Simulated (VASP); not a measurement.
Runs of VASP 6.6.1 on BAs. It takes space group F-43m (No. 216, cubic). The conventional cell has a = 4.771 Å, b = 4.771 Å, c = 4.771 Å, α = 90.00°, β = 90.00°, γ = 90.00°. Around B (site symmetry -43m) lie 4 As at 2.07 Å. As (site symmetry -43m) has 4 B at 2.07 Å as nearest neighbours. 

```csv
task,cell,gap on the mesh (eV),pressure (GPa)
single point,a relaxed cell with its volume scaled by 0.97,1.94,4.8
single point,a relaxed cell with its volume scaled by 0.94,(a),10.3
single point,a relaxed cell with its volume scaled by 0.91,1.88,16.8
single point,a relaxed cell with its volume scaled by 1.09,2.02,-10.7
single point,a relaxed cell with its volume scaled by 1.06,(b),-7.6
single point,"F-43m, 13.57 Å³/atom",1.96,0.0
relaxation of cell and atoms,relaxed,1.96,0.0
single point,a relaxed cell with its volume scaled by 1.03,1.98,-4.1
```

Alike in all rows: level HSE06; potentials or basis VASP PAW PBE potentials, release 64 (B, As); no spin polarisation; k mesh 6 × 6 × 6; cutoff (eV) 520; smearing gaussian 0.02 eV.

Task: Estimate the missing entries.

Result: (a) 1.91; (b) 2.00.

Caveats: the PAW data sets were made with another functional, which shifts forces and pressure a little (some runs); so large a pressure means that the cell lies far from this level's equilibrium, or that cutoff or potentials fall short (some runs); the potentials were made for another functional, which shifts forces and pressure (some runs).

A k mesh can miss the band edges, and the runs leave out spin-orbit coupling on As.
